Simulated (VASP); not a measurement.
Given:

```yaml
crystal:
  lattice:
    - [0.00000, 3.10125, 3.08074]
    - [3.11287, 0.00000, 3.08074]
    - [3.11287, 3.10125, 0.00000]
  atoms:
    - { symbol: Ga, position: [0.00000, 0.00000, 0.00000] }
    - { symbol: Sb, position: [0.24258, 0.25742, 0.25742] }
```

These are PBE GGA, VASP's PBE PAW potentials (set 64) (plane waves; VASP) values and carry that method's errors. Settings: 400 eV cut-off, 12×12×12 Γ-centred mesh, Gaussian smearing of 0.050 eV, potentials Ga_d Sb.

Q: Predict the energy per atom (σ→0).

A: 
| Item | Value |
|---|---|
| energy per atom (σ→0) | -3.681 eV/atom |

Total energies compare only between runs with the same potentials, cut-off and functional.

The compound is GaSb in the zinc blende structure. The cell was not relaxed at this level, atoms are displaced from their ideal sites. The run is one of a series of settings (KPOINTS 12×12×12 Γ-centred mesh against the base run), some of them coarse on purpose.
